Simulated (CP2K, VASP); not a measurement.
An input for CP2K (PBEsol, GPW, DZVP-MOLOPT-SR-GTH basis, GTH-PBE potentials (GTH_POTENTIALS)):

```
&GLOBAL
  PROJECT run
  RUN_TYPE ENERGY_FORCE
  PRINT_LEVEL LOW
&END GLOBAL
&FORCE_EVAL
  METHOD Quickstep
  STRESS_TENSOR ANALYTICAL
  &DFT
    BASIS_SET_FILE_NAME BASIS_MOLOPT
    BASIS_SET_FILE_NAME BASIS_MOLOPT_UCL
    POTENTIAL_FILE_NAME GTH_POTENTIALS
    &QS
      METHOD GPW
      EPS_DEFAULT 1E-10
    &END QS
    &MGRID
      CUTOFF 500
      REL_CUTOFF 50
      NGRIDS 5
    &END MGRID
    &SCF
      SCF_GUESS ATOMIC
      EPS_SCF 1E-6
      MAX_SCF 100
      ADDED_MOS 8
      &DIAGONALIZATION
        ALGORITHM STANDARD
      &END DIAGONALIZATION
      &MIXING
        METHOD BROYDEN_MIXING
        ALPHA 0.2
        NBUFFER 12
      &END MIXING
      &SMEAR ON
        METHOD GAUSSIAN
        SIGMA [eV] 0.136
      &END SMEAR
    &END SCF
    &KPOINTS
      SCHEME MONKHORST-PACK 7 7 7
    &END KPOINTS
    &XC
      &XC_FUNCTIONAL
        &PBE
          PARAMETRIZATION PBESOL
        &END PBE
      &END XC_FUNCTIONAL
    &END XC
    &PRINT
      &MO
        EIGENVALUES T
        OCCUPATION_NUMBERS T
        NDIGITS 8
        FILENAME mo
        &EACH
          QS_SCF 0
        &END EACH
        ADD_LAST NUMERIC
      &END MO
      &MULLIKEN OFF
      &END MULLIKEN
    &END PRINT
  &END DFT
  &SUBSYS
    &CELL
      ABC 3.40963000 3.40963000 3.40963000
      ALPHA_BETA_GAMMA 90.00000000 90.00000000 90.00000000
      PERIODIC XYZ
    &END CELL
    &COORD
      SCALED
      Lu       0.00334200     0.00594200     0.00050500
      Pd       0.49665800     0.49405800     0.49949500
    &END COORD
    &KIND Lu
      BASIS_SET DZVP-MOLOPT-SR-GTH
      POTENTIAL GTH-PBE-q25
    &END KIND
    &KIND Pd
      BASIS_SET DZVP-MOLOPT-SR-GTH
      POTENTIAL GTH-PBE-q18
    &END KIND
  &END SUBSYS
  &PRINT
    &FORCES ON
    &END FORCES
    &STRESS_TENSOR ON
    &END STRESS_TENSOR
  &END PRINT
&END FORCE_EVAL
```

Question: Translate it to VASP.

Answer: One set of files that does it:

File KPOINTS:
```
Automatic mesh
0
Gamma
7 7 7
0 0 0
```

INCAR:
```
ALGO = Normal
EDIFF = 1E-6
ENCUT = 300
GGA = PS
ISIF = 2
ISMEAR = 0
LASPH = .True.
LCHARG = .False.
LMAXMIX = 6
LREAL = .False.
LWAVE = .False.
NELM = 100
PREC = Accurate
SIGMA = 0.136
SYSTEM = LuPd
```

### POSCAR
```
LuPd
3.409630
  1.0000000000   0.0000000000   0.0000000000
  0.0000000000   1.0000000000   0.0000000000
  0.0000000000   0.0000000000   1.0000000000
Lu Pd
1 1
Direct
  0.0033420000   0.0059420000   0.0005050000
  0.4966580000   0.4940580000   0.4994950000
```

POTCAR, in this order: Lu_3 Pd (PBE.64 set). Program: vasp_std.

The two runs describe the same crystal, functional and task. Each code takes its own potentials, basis and convergence tests.

The structure comes from a computed database's LuPd entry; how it stands against other phases isn't given here. The cell was not relaxed at this level, atoms are displaced from their ideal sites, and it may have been scaled.
